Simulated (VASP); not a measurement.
OSZICAR of a VASP run on PbSe (rock salt):

OSZICAR:
```
       N       E                     dE             d eps       ncg     rms          rms(c)
DAV:   1     0.163816645123E+03    0.16382E+03   -0.95244E+03   560   0.142E+03
DAV:   2     0.856067575930E+01   -0.15526E+03   -0.15128E+03   578   0.354E+02
DAV:   3    -0.400273539369E+01   -0.12563E+02   -0.12514E+02   746   0.104E+02
DAV:   4    -0.430529477556E+01   -0.30256E+00   -0.30240E+00   632   0.196E+01
DAV:   5    -0.431616583814E+01   -0.10871E-01   -0.10871E-01   792   0.348E+00    0.265E+00
DAV:   6    -0.400310641214E+01    0.31306E+00   -0.87464E-01   774   0.715E+00    0.142E+00
DAV:   7    -0.399947375434E+01    0.36327E-02   -0.12310E-01   630   0.190E+00    0.806E-01
DAV:   8    -0.400204646331E+01   -0.25727E-02   -0.12906E-02   620   0.149E+00    0.165E-01
DAV:   9    -0.400153295452E+01    0.51351E-03   -0.27584E-03   836   0.582E-01    0.546E-02
DAV:  10    -0.400159316883E+01   -0.60214E-04   -0.18979E-04   572   0.113E-01    0.174E-02
DAV:  11    -0.400159718219E+01   -0.40134E-05   -0.39431E-05   738   0.760E-02    0.523E-03
DAV:  12    -0.400159720899E+01   -0.26797E-07   -0.23897E-06   644   0.150E-02
   1 F= -.40015972E+01 E0= -.40015972E+01  d E =-.400160E+01
```

**Question.** Which electronic solver shows in the log?

**Answer.** It is blocked Davidson (ALGO = Normal, or the opening steps of other solvers). The INCAR had ALGO = Normal.

**Question.** Can the final energy be trusted as converged?

**Answer.** The run converged. It stopped with EDIFF = 1E-6, NELM = 100, NSW = 60 and EDIFFG = -0.01 after 1 ionic step (rev-vdW-DF2, plane waves, VASP's PBE PAW potentials (set 64)).

The compound is PbSe in the rock salt structure. It was relaxed first. The start is the result of an earlier pass.
